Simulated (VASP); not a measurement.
KAl:

```
CELL_PARAMETERS angstrom
4.12691 0.00000 0.00000
0.00000 4.12691 0.00000
0.00000 0.00000 4.12691
ATOMIC_POSITIONS crystal
K 0.50000 0.50000 0.50000
Al 0.00000 0.00000 0.00000
```

The cell was built by a generator and needn't be a form met in nature.

Base run:

```yaml
Program: VASP 6.6.1
Functional: PBEsol
Potentials_or_basis: VASP PAW PBE potentials, release 64 (K_sv, Al)
Cutoff: 520 eV
k_mesh: 7 × 7 × 7
Occupations: fermi-dirac, width 0.05 eV
Spin: no spin polarisation
```

Its results: pressure -0.8 GPa.

Problem. After a change of settings the same cell gave: pressure 0.9 GPa. Which change was it?
A. functional from PBEsol to AM05
B. functional from PBEsol to RPBE
C. functional from PBEsol to PBE
D. functional from PBEsol to LDA; potentials or basis from VASP PAW PBE potentials, release 64 (K_sv, Al) to VASP PAW LDA potentials, release 64 (K_sv, Al)

Solution. B.

RPBE binds less tightly than PBEsol, so the same cell stands under more pressure.

Caveats: the PAW data sets were made with another functional, which shifts forces and pressure a little.

Not every run made on this cell is shown here.
